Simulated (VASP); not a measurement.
Data:

```cif
data_AgSi
_chemical_formula_sum 'Ag1 Si1'
_space_group_name_H-M_alt 'P 1'
_space_group_IT_number 1
_cell_length_a 4.00696
_cell_length_b 4.00695
_cell_length_c 2.63786
_cell_angle_alpha 90.000
_cell_angle_beta 90.000
_cell_angle_gamma 120.000
loop_
_space_group_symop_operation_xyz
  'x, y, z'
loop_
_atom_site_label
_atom_site_type_symbol
_atom_site_fract_x
_atom_site_fract_y
_atom_site_fract_z
_atom_site_occupancy
Ag1 Ag 0.00000 0.00000 0.00000 1
Si1 Si 0.66667 0.33333 0.50000 1
```

These are PBEsol GGA, VASP's PBE PAW potentials (set 64) (plane waves; VASP) values and carry that method's errors. Run with 480 eV cut-off, 10×10×12 Γ-centred mesh, first-order Methfessel-Paxton smearing of 0.10 eV, potentials Ag Si.

Each relaxation starts from this cell; other phases were not tried.

Task: The cell is relaxed at 1 GPa. What happens?

Result: The volume per atom goes from 18.34 to 18.09 Å³ (-1.4 %), and the cell becomes a = b = 3.980 Å, c = 2.637 Å, α = β = 90.00°, γ = 120.00°, space group P-6m2.

Task: The cell is relaxed at 10 GPa. What happens?

Result: The volume per atom goes from 18.34 to 16.68 Å³ (-9.0 %), and the cell becomes a = b = 3.8450 Å, c = 2.6063 Å, α = β = 90.00°, γ = 120.00°, space group P-6m2.

Failed runs are left out, and for metals the shear rows, which the mesh's noise covers.

The structure was generated: SiAg was put into the WC type (P-6m2), which need not be its known phase. The electron count is odd and the run is not spin-polarised, which forces a metal.
